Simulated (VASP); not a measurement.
A run of VASP 6.6.1:

INCAR

```
PREC     = Accurate       # precision mode
ENCUT    = 600            # plane-wave cutoff, eV
EDIFF    = 1E-6           # SCF threshold, eV
ISMEAR   = 0              # smearing method
SIGMA    = 0.1            # smearing width, eV
LREAL    = F              # projectors in reciprocal space
LASPH    = T              # aspherical terms in the spheres
NELM     = 80             # most SCF steps
ALGO     = Fast           # electronic algorithm
ISIF     = 3              # what is computed and relaxed
LWAVE    = F              # write WAVECAR
LCHARG   = F              # write CHGCAR
GGA      = PE             # functional
IBRION   = 2              # ionic algorithm
NSW      = 90             # ionic steps
EDIFFG   = -0.04          # ionic threshold
```

KPOINTS

```
Automatic mesh
0
Gamma
  4 4 4
```

Contents of POSCAR:

```
Sc3TaH
1.0
    4.2660289400      0.0000000000      0.0000000000
    0.0000000000      4.2660289400      0.0000000000
    0.0000000000      0.0000000000      4.2660289400
Sc Ta H
3 1 1
Direct
    0.0000000000      0.5000000000      0.5000000000
    0.5000000000      0.0000000000      0.5000000000
    0.5000000000      0.5000000000      0.0000000000
    0.0000000000      0.0000000000      0.0000000000
    0.5000000000      0.5000000000      0.5000000000
```

Potentials or basis: VASP PAW PBE potentials, release 64 (Sc_sv, Ta_pv, H).

Run with:

```console
$ cat potpaw_PBE.64/Sc_sv/POTCAR potpaw_PBE.64/Ta_pv/POTCAR potpaw_PBE.64/H/POTCAR > POTCAR
$ mpirun -np 1 vasp_std > vasp.out
```

Hardware: 1 thread of Intel(R) Xeon(R) 6975P-C (Granite Rapids), with other jobs on the host.

Estimate the wall time of this run.

Run time: 51 s on 1 thread of Intel(R) Xeon(R) 6975P-C (Granite Rapids), on a shared host, peak memory 0.22 GiB. Counts: scf iterations 58, k points 10, ion steps 3.
